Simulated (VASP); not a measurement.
# HfO2: what moves the LDA gap besides the functional

How far does the LDA gap of HfO2 depend on mesh and cell? The starting structure is a measured crystal structure from the Crystallography Open Database. Cell and atoms stay as given unless a step says otherwise.

Main program and level: VASP 6.6.1; Kohn-Sham DFT with plane waves and PAW; LDA.

### 1. Set-up

The structure is cubic, space group Fm-3m (No. 225). Conventional cell: a = 5.115 Å, b = 5.115 Å, c = 5.115 Å, α = 90.00°, β = 90.00°, γ = 90.00°. Hf has 8 O at 2.21 Å nearest. Nearest to O lie 4 Hf at 2.21 Å. Farther neighbours and most contacts between anions are not listed.

Coordinates:

```xyz
3
Lattice="0.0000 2.5575 2.5575 2.5575 0.0000 2.5575 2.5575 2.5575 0.0000" Properties=species:S:1:pos:R:3 pbc="T T T"
Hf    0.0000    0.0000    0.0000
O     3.8363    3.8363    3.8363
O     1.2788    1.2788    1.2788
```

### 2. Reference bands

INCAR reads:

```
SYSTEM = HfO2
PREC = Accurate
ENCUT = 460
EDIFF = 1E-06
NELM = 100
ISMEAR = 0
SIGMA = 0.03
LREAL = .FALSE.
ALGO = Normal
GGA = CA
NBANDS = 24
LASPH = .TRUE.
LORBIT = 11
LWAVE = .FALSE.
LCHARG = .FALSE.
KPAR = 4
```

POSCAR reads:

```
HfO2
1.0
    0.0000000000      2.5575000000      2.5575000000
    2.5575000000      0.0000000000      2.5575000000
    2.5575000000      2.5575000000      0.0000000000
Hf O
1 2
Direct
    0.0000000000      0.0000000000      0.0000000000
    0.7500000000      0.7500000000      0.7500000000
    0.2500000000      0.2500000000      0.2500000000
```

KPOINTS reads:

```
Automatic mesh
0
Gamma
8 8 8
0 0 0
```

KPOINTS_OPT reads:

```
Line mode
10
Line-mode
Reciprocal
  0.00000000   0.00000000   0.00000000 GAMMA
  0.50000000   0.00000000   0.50000000 X

  0.50000000   0.00000000   0.50000000 X
  0.50000000   0.25000000   0.75000000 W

  0.50000000   0.25000000   0.75000000 W
  0.37500000   0.37500000   0.75000000 K

  0.37500000   0.37500000   0.75000000 K
  0.00000000   0.00000000   0.00000000 GAMMA

  0.00000000   0.00000000   0.00000000 GAMMA
  0.50000000   0.50000000   0.50000000 L

  0.50000000   0.50000000   0.50000000 L
  0.62500000   0.25000000   0.62500000 U

  0.62500000   0.25000000   0.62500000 U
  0.50000000   0.25000000   0.75000000 W

  0.50000000   0.25000000   0.75000000 W
  0.50000000   0.50000000   0.50000000 L

  0.50000000   0.50000000   0.50000000 L
  0.37500000   0.37500000   0.75000000 K

  0.62500000   0.25000000   0.62500000 U
  0.50000000   0.00000000   0.50000000 X
```

PAW data sets: Hf_pv and O (LDA family, release 64).

On the command line:

```sh
$ mpirun -np 4 vasp_std
```

Log:

```text
[banner, memory and clock lines left out]
running    4 mpi-ranks, on    1 nodes
 distrk:  each k-point on    1 cores,    4 groups
 distr:  one band on    1 cores,    1 groups

 POSCAR found type information on POSCAR HfO
 POSCAR found :  2 types and       3 ions
 LDA part: xc-table for (Slater(with rela. corr.)+CA(PZ))
 , standard interpolation
 POSCAR, INCAR and KPOINTS ok, starting setup
 FFT: planning ... GRIDC
 FFT: planning ... GRID_SOFT
 FFT: planning ... GRID
 WAVECAR not read
 entering main loop
       N       E                     dE             d eps       ncg     rms          rms(c)
DAV:   1     0.726965776412E+02    0.72697E+02   -0.10956E+04  1392   0.821E+02
DAV:   2    -0.353601890339E+02   -0.10806E+03   -0.10384E+03  1736   0.229E+02
DAV:   3    -0.386014367021E+02   -0.32412E+01   -0.32321E+01  1688   0.332E+01
DAV:   4    -0.386128881502E+02   -0.11451E-01   -0.11451E-01  1544   0.225E+00
DAV:   5    -0.386129408271E+02   -0.52677E-04   -0.52677E-04  1688   0.134E-01    0.468E+01
DAV:   6    -0.331846108623E+02    0.54283E+01   -0.15077E+01  1480   0.235E+01    0.410E+01
DAV:   7    -0.330027120153E+02    0.18190E+00   -0.62936E-01  1560   0.496E+00    0.290E+01
DAV:   8    -0.329524961478E+02    0.50216E-01   -0.36621E-01  1496   0.412E+00    0.107E+01
DAV:   9    -0.329187664007E+02    0.33730E-01   -0.68934E-02  1472   0.183E+00    0.337E+00
DAV:  10    -0.329184743079E+02    0.29209E-03   -0.17546E-03  1680   0.256E-01    0.591E-01
DAV:  11    -0.329184358960E+02    0.38412E-04   -0.16238E-04  1520   0.901E-02    0.180E-01
DAV:  12    -0.329184344091E+02    0.14868E-05   -0.52041E-06  1656   0.144E-02    0.256E-02
DAV:  13    -0.329184345024E+02   -0.93297E-07   -0.15582E-07   936   0.261E-03
   1 F= -.32918435E+02 E0= -.32918435E+02  d E =-.157319E-17
 Start KPOINTS_OPT (optional k-point list driver)
k-point batch [1-29\100]
       N       E                     dE             ncg
DAV:   1    -0.243876538690E+04   -0.23397E+05     1416
DAV:   2    -0.553426419267E+04   -0.30955E+04     1760
DAV:   3    -0.563357732110E+04   -0.99313E+02     1584
DAV:   4    -0.563396192241E+04   -0.38460E+00     1664
DAV:   5    -0.563396385535E+04   -0.19329E-02     1600
DAV:   6    -0.563396387029E+04   -0.14932E-04     1624
DAV:   7    -0.563396387042E+04   -0.13071E-06     1152
[...]
k-point batch [88-100\100]
       N       E                     dE             ncg
DAV:   1     0.113293123029E+05   -0.12047E+05      632
DAV:   2     0.100243921639E+05   -0.13049E+04      800
DAV:   3     0.998392791527E+04   -0.40464E+02      688
DAV:   4     0.998377533040E+04   -0.15258E+00      744
DAV:   5     0.998377455448E+04   -0.77592E-03      712
DAV:   6     0.998377454848E+04   -0.60017E-05      720
DAV:   7     0.998377454843E+04   -0.52487E-07      488
```

It took 8.2 s on 4 MPI ranks of Intel Xeon 6975P-C (Granite Rapids), shared host; peak memory 0.61 GiB.

The logs omit lines about the potential files and the build; timing stands in the text.

Parts of OUTCAR (step 2):

```text
ion  position               nearest neighbor table
   1  0.000  0.000  0.000-   2 2.21   2 2.21   2 2.21   2 2.21   3 2.21   3 2.21   3 2.21   3 2.21

  LATTYP: Found a face centered cubic cell.
 ALAT       =     5.1150000000

 Subroutine GETGRP returns: Found 48 space group operations
 (whereof 48 operations were pure point group operations)

The static configuration has the point symmetry O_h .

 Found     29 irreducible k-points:

   k-points           NKPTS =     29   k-points in BZ     NKDIM =     29   number of bands    NBANDS=     24

   dimension x,y,z NGX =    28 NGY =   28 NGZ =   28
   dimension x,y,z NGXF=    56 NGYF=   56 NGZF=   56

   ENCUT  =  460.0 eV  33.81 Ry    5.81 a.u.   6.33  6.33  6.33*2*pi/ulx,y,z

   NELECT =      22.0000    total number of electrons

 k-points in reciprocal lattice and weights: Automatic mesh
   0.00000000  0.00000000  0.00000000       0.002
   0.12500000  0.00000000  0.00000000       0.016
   0.25000000  0.00000000  0.00000000       0.016
   0.37500000  0.00000000  0.00000000       0.016
   0.50000000  0.00000000  0.00000000       0.008
   0.12500000  0.12500000  0.00000000       0.012
   0.25000000  0.12500000  0.00000000       0.047
   0.37500000  0.12500000  0.00000000       0.047
   0.50000000  0.12500000  0.00000000       0.047
[...]
-0.37500000  0.50000000  0.12500000       0.023
  -0.25000000  0.50000000  0.25000000       0.012

 average (electrostatic) potential at core
       1 -38.0968       2 -70.8738       3 -70.8738

 E-fermi :   3.9907

 k-point     1 :       0.0000    0.0000    0.0000
  band No.  band energies     occupation
    ...
      7      -1.4232      2.00000
      8      -1.4232      2.00000
      9       3.2220      2.00000
     10       3.2220      2.00000
     11       3.2220      2.00000
     12       7.4445      0.00000
     13       7.4445      0.00000
     14       9.3011      0.00000
     15      13.8637      0.00000
     16      13.8637      0.00000
    ...

 k-point     2 :       0.1250    0.0000    0.0000
  band No.  band energies     occupation
    ...
      7      -1.2762      2.00000
      8      -1.0172      2.00000
      9       2.7616      2.00000
     10       2.9378      2.00000
     11       2.9378      2.00000
     12       7.7303      0.00000
     13       7.7303      0.00000
     14       9.9126      0.00000
     15      13.1843      0.00000
     16      13.6081      0.00000
    ...

 k-point     3 :       0.2500    0.0000    0.0000
  band No.  band energies     occupation
    ...
      7      -0.9134      2.00000
      8      -0.0732      2.00000
      9       1.8573      2.00000
     10       2.4221      2.00000
     11       2.4221      2.00000
     12       8.1526      0.00000
     13       8.1526      0.00000
     14      10.5621      0.00000
     15      12.6621      0.00000
     16      13.1472      0.00000
    ...

  Total       -4.1990846     -4.1990846     -4.1990846      0.0000000      0.0000000      0.0000000
  in kB     -201.0889870   -201.0889870   -201.0889870      0.0000000      0.0000000      0.0000000
  external PRESSURE =    -201.0889870 kB  Pullay stress =       0.0000000 kB

  energy-cutoff  :      460.00
  volume of cell :       33.46
      direct lattice vectors                 reciprocal lattice vectors
     0.000000000  2.557500000  2.557500000    -0.195503421  0.195503421  0.195503421
     2.557500000  0.000000000  2.557500000     0.195503421 -0.195503421  0.195503421
     2.557500000  2.557500000  0.000000000     0.195503421  0.195503421 -0.195503421

 POSITION                                       TOTAL-FORCE (eV/Angst)
 -----------------------------------------------------------------------------------
      0.00000      0.00000      0.00000         0.000000      0.000000      0.000000
      3.83625      3.83625      3.83625         0.000000      0.000000     -0.000000
      1.27875      1.27875      1.27875        -0.000000     -0.000000      0.000000
 -----------------------------------------------------------------------------------
    total drift:                                0.000000      0.000000      0.000000

  FREE ENERGIE OF THE ION-ELECTRON SYSTEM (eV)
  ---------------------------------------------------
  free  energy   TOTEN  =       -32.9184345024 eV

  energy  without entropy=      -32.9184345024  energy(sigma->0) =      -32.91843450

 total charge
# of ion       s       p       d       tot
------------------------------------------
    1        0.290   6.553   1.352   8.196
    2        1.555   3.513   0.000   5.068
    3        1.555   3.513   0.000   5.068
--------------------------------------------------
tot          3.400  13.580   1.352  18.333

[... 3 further parts left out ...]
```

Spin-orbit coupling is off here; with elements this heavy it can split and shift levels by tenths of an eV. At this level the cell is under a tension of 20.1 GPa, so at these settings it is away from equilibrium.

The reference gap is 3.526 eV.

### 3. Bands with cell and atoms relaxed by LDA

Against step 2 the input has another starting structure. The cell comes from a relaxation at this level, not shown (30.91 Å³).

INCAR is that of step 2.

POSCAR reads:

```
HfO2
1.0
    0.0000000000      2.4908470296      2.4908470296
    2.4908470296      0.0000000000      2.4908470296
    2.4908470296      2.4908470296      0.0000000000
Hf O
1 2
Direct
    0.0000000000      0.0000000000      0.0000000000
    0.7500000000      0.7500000000      0.7500000000
    0.2500000000      0.2500000000      0.2500000000
```

KPOINTS is that of step 2.

KPOINTS_OPT is that of step 2.

On the command line:

```sh
$ mpirun -np 4 vasp_std
```

Log:

```text
[... set-up lines as in an earlier step ...]
 entering main loop
       N       E                     dE             d eps       ncg     rms          rms(c)
DAV:   1     0.756405312523E+02    0.75641E+02   -0.10881E+04  1392   0.826E+02
DAV:   2    -0.354690887037E+02   -0.11111E+03   -0.10662E+03  1696   0.233E+02
DAV:   3    -0.386434184043E+02   -0.31743E+01   -0.31658E+01  1688   0.333E+01
DAV:   4    -0.386535236210E+02   -0.10105E-01   -0.10105E-01  1568   0.215E+00
[...]
DAV:  11    -0.330791491554E+02    0.29692E-05   -0.12573E-04  1496   0.785E-02    0.162E-01
DAV:  12    -0.330791473230E+02    0.18325E-05   -0.23003E-06  1624   0.102E-02    0.485E-02
DAV:  13    -0.330791472602E+02    0.62788E-07   -0.46475E-07   904   0.453E-03
   1 F= -.33079147E+02 E0= -.33079147E+02  d E =-.127858E-13
 Start KPOINTS_OPT (optional k-point list driver)
k-point batch [1-29\100]
       N       E                     dE             ncg
DAV:   1    -0.203725356538E+04   -0.22731E+05     1392
DAV:   2    -0.514117416670E+04   -0.31039E+04     1760
DAV:   3    -0.523564258163E+04   -0.94468E+02     1568
DAV:   4    -0.523596117693E+04   -0.31860E+00     1648
DAV:   5    -0.523596256089E+04   -0.13840E-02     1600
DAV:   6    -0.523596257028E+04   -0.93868E-05     1608
DAV:   7    -0.523596257035E+04   -0.71199E-07     1136
[...]
k-point batch [88-100\100]
       N       E                     dE             ncg
DAV:   1     0.121770253088E+05   -0.12074E+05      632
DAV:   2     0.107719763953E+05   -0.14050E+04      816
DAV:   3     0.107297540081E+05   -0.42222E+02      704
DAV:   4     0.107296136921E+05   -0.14032E+00      736
DAV:   5     0.107296130658E+05   -0.62633E-03      728
DAV:   6     0.107296130615E+05   -0.43002E-05      728
DAV:   7     0.107296130615E+05   -0.33786E-07      480
```

It took 9 s on 4 MPI ranks; peak memory 0.59 GiB; 34 s of CPU time.

From OUTCAR (step 3):

```text
  Total       -0.1471669     -0.1471669     -0.1471669      0.0000000      0.0000000     -0.0000000
  in kB       -7.6286802     -7.6286802     -7.6286802      0.0000000      0.0000000     -0.0000000
  external PRESSURE =      -7.6286802 kB  Pullay stress =       0.0000000 kB

 POSITION                                       TOTAL-FORCE (eV/Angst)
 -----------------------------------------------------------------------------------
      0.00000      0.00000      0.00000        -0.000000     -0.000000     -0.000000
      3.73627      3.73627      3.73627        -0.000000     -0.000000     -0.000000
      1.24542      1.24542      1.24542         0.000000      0.000000      0.000000
 -----------------------------------------------------------------------------------
    total drift:                                0.000000      0.000000      0.000000

  FREE ENERGIE OF THE ION-ELECTRON SYSTEM (eV)
  ---------------------------------------------------
  free  energy   TOTEN  =       -33.0791472602 eV

  energy  without entropy=      -33.0791472602  energy(sigma->0) =      -33.07914726

[... 1 part as in an earlier step ...]

[... 2 further parts left out ...]
[key lines of the parts left out:]
E-fermi :   4.6669
```

With cell and atoms relaxed by LDA the gap is 3.735 eV, +0.209 eV from the reference.

### 4. Bands with a 10×10×10 mesh

Against step 2 the input has a 10×10×10 mesh.

INCAR is that of step 3.

POSCAR reads:

```
HfO2
1.0
    0.0000000000      2.5575000000      2.5575000000
    2.5575000000      0.0000000000      2.5575000000
    2.5575000000      2.5575000000      0.0000000000
Hf O
1 2
Direct
    0.0000000000      0.0000000000      0.0000000000
    0.7500000000      0.7500000000      0.7500000000
    0.2500000000      0.2500000000      0.2500000000
```

KPOINTS reads:

```
Automatic mesh
0
Gamma
10 10 10
0 0 0
```

KPOINTS_OPT is that of step 3.

On the command line:

```sh
$ mpirun -np 4 vasp_std
```

Log:

```text
[... set-up lines as in an earlier step ...]
 entering main loop
       N       E                     dE             d eps       ncg     rms          rms(c)
DAV:   1     0.735763591487E+02    0.73576E+02   -0.10802E+04  2264   0.815E+02
DAV:   2    -0.352882750923E+02   -0.10886E+03   -0.10447E+03  2808   0.228E+02
DAV:   3    -0.386011520628E+02   -0.33129E+01   -0.33033E+01  2736   0.335E+01
DAV:   4    -0.386129090805E+02   -0.11757E-01   -0.11757E-01  2528   0.228E+00
[...]
DAV:  11    -0.329184424752E+02    0.38963E-04   -0.16409E-04  2328   0.905E-02    0.180E-01
DAV:  12    -0.329184410040E+02    0.14712E-05   -0.52326E-06  2760   0.144E-02    0.255E-02
DAV:  13    -0.329184410989E+02   -0.94849E-07   -0.15597E-07  1368   0.261E-03
   1 F= -.32918441E+02 E0= -.32918441E+02  d E =-.451140E-11
 Start KPOINTS_OPT (optional k-point list driver)
k-point batch [1-47\100]
       N       E                     dE             ncg
DAV:   1    -0.419350045656E+04   -0.31370E+05     2264
DAV:   2    -0.901649868506E+04   -0.48230E+04     2760
DAV:   3    -0.916330837805E+04   -0.14681E+03     2728
DAV:   4    -0.916386343371E+04   -0.55506E+00     2512
DAV:   5    -0.916386621299E+04   -0.27793E-02     2712
DAV:   6    -0.916386623429E+04   -0.21300E-04     2480
DAV:   7    -0.916386623448E+04   -0.18223E-06     2000
[...]
k-point batch [95-100\100]
       N       E                     dE             ncg
DAV:   1     0.327142600201E+05   -0.57216E+04      288
DAV:   2     0.320862222350E+05   -0.62804E+03      360
DAV:   3     0.320653952740E+05   -0.20827E+02      320
DAV:   4     0.320653206658E+05   -0.74608E-01      336
DAV:   5     0.320653202936E+05   -0.37219E-03      352
DAV:   6     0.320653202908E+05   -0.28302E-05      320
DAV:   7     0.320653202908E+05   -0.24393E-07      264
```

Wall time 8.6 s (4 MPI ranks); peak memory 0.67 GiB; 32 s of CPU time.

OUTCAR, selected parts (step 4):

```text
  Total       -4.1991528     -4.1991528     -4.1991528      0.0000000      0.0000000     -0.0000000
  in kB     -201.0922516   -201.0922516   -201.0922516      0.0000000      0.0000000     -0.0000000
  external PRESSURE =    -201.0922516 kB  Pullay stress =       0.0000000 kB

 POSITION                                       TOTAL-FORCE (eV/Angst)
 -----------------------------------------------------------------------------------
      0.00000      0.00000      0.00000         0.000000     -0.000000      0.000000
      3.83625      3.83625      3.83625         0.000000      0.000000      0.000000
      1.27875      1.27875      1.27875        -0.000000     -0.000000     -0.000000
 -----------------------------------------------------------------------------------
    total drift:                                0.000000      0.000000      0.000000

  FREE ENERGIE OF THE ION-ELECTRON SYSTEM (eV)
  ---------------------------------------------------
  free  energy   TOTEN  =       -32.9184410989 eV

  energy  without entropy=      -32.9184410989  energy(sigma->0) =      -32.91844110

[... 1 part as in an earlier step ...]

[... 2 further parts left out ...]
[key lines of the parts left out:]
E-fermi :   3.9425
```

With a 10×10×10 mesh the gap is 3.526 eV, +0.000 eV from the reference.

### 5. The runs compared

```
                          run  gap (eV)  change (eV)  core minutes
                    reference     3.526            -         0.547
cell and atoms relaxed by LDA     3.735        0.209           0.6
              a 10×10×10 mesh     3.526          0.0         0.573
```

Core minutes are wall time times ranks of the run shown, on a shared host.

### 6. Summary of results

| Quantity | Value |
| --- | --- |
| reference gap | 3.526 eV |
| gap with cell and atoms relaxed by LDA | 3.735 eV |
| gap with a 10×10×10 mesh | 3.526 eV |

In words: Among the runs that read a gap along the path, the one with cell and atoms relaxed by LDA moves it most, by +0.209 eV. On finer settings it changes by +0.000 eV with a 10×10×10 mesh. The functional's own error isn't tested here. Further runs on this material are not shown.

[Lines on the potential files, build, host, timing and source positions are cut from VASP's logs without a mark.]

[Logs are printed without paths, hosts, clocks, repeated set-up lines and the standing remarks that a program may print on its own settings, such as how far it seeks lower states.]

[Hosts, paths, dates, database ids (printed as entryN), source tags and the programs' standing remarks are cut or masked in the printed files.]
